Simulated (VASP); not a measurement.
Level of theory: PBE GGA, VASP's PBE PAW potentials (set 64) (plane waves; VASP).

Gaps are without spin-orbit coupling.

Q: Order these relaxed crystals by band gap, smallest first: GaP, F-43m (216); KF, Fm-3m (225); PbTe, Fm-3m (225); LiF, Fm-3m (225).

A: PbTe, Fm-3m (225) (0.83 eV), GaP, F-43m (216) (1.59 eV), KF, Fm-3m (225) (5.95 eV), LiF, Fm-3m (225) (8.91 eV)
